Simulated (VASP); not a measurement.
Crystal: K4C.

```
K C
1.0
     6.00001    0.00000    0.00000
    -3.00001    5.19616    0.00000
     0.00000    0.00000    4.12657
K C
4 1
Cartesian
  3.0000 0.0000 2.0633
  -1.5000 2.5981 2.0633
  1.5000 2.5981 2.0633
  0.0000 0.0000 2.0633
  0.0000 0.0000 0.0000
```

The cell was built by a generator and needn't be a form met in nature.

The cell isn't the ideal one: random cell by space group and Wyckoff sites (P6/mmm, No. 191).

| Quantity | Value |
| --- | --- |
| Program | VASP 6.6.1 |
| Task | relaxation of cell and atoms |
| Functional | PBE |
| Potentials or basis | VASP PAW PBE potentials, release 64 (K_sv, C) |
| Cutoff | 600 eV |
| k mesh | 3 × 3 × 4 |
| Occupations | gaussian, width 0.1 eV |
| Spin | no spin polarisation |

At the start: pressure 11.9 GPa; volume 25.73 Å³/atom.

Question: How do energy, volume and symmetry change on relaxing?

Answer: Over 7 steps the energy falls by 750.2 meV/atom and the volume is 55.99 Å³/atom (+117.6 %); space group P6/mmm (No. 191, to 0.05 Å).

Step by step:
| step | energy change (eV) | largest force (eV/Å) | pressure (GPa) | volume (Å³) |
| --- | --- | --- | --- | --- |
| 1 | 0.0000 | 0.0000 | 11.94 | 128.65 |
| 2 | -2.2911 | 0.0000 | 5.78 | 167.45 |
| 3 | -3.5589 | 0.0000 | 1.40 | 230.67 |
| 4 | -3.6914 | 0.0000 | 0.54 | 258.42 |
| 5 | -3.7047 | 0.0000 | 0.26 | 270.19 |
| 6 | -3.7437 | 0.0000 | 0.08 | 276.28 |
| 7 | -3.7511 | 0.0000 | -0.03 | 279.94 |

Final structure:
```
K C
1.0
     8.18171    0.00000    0.00000
    -4.09085    7.08557    0.00000
     0.00000    0.00000    4.82883
K C
4 1
Direct
  0.50000 0.00000 0.50000
  0.00000 0.50000 0.50000
  0.50000 0.50000 0.50000
  0.00000 0.00000 0.50000
  0.00000 0.00000 0.00000
```

Caveat: the k mesh is coarse (spacing up to 0.40 Å⁻¹), so the values aren't converged; the volume moved by over 15 % at a fixed basis, so the end points are rough.
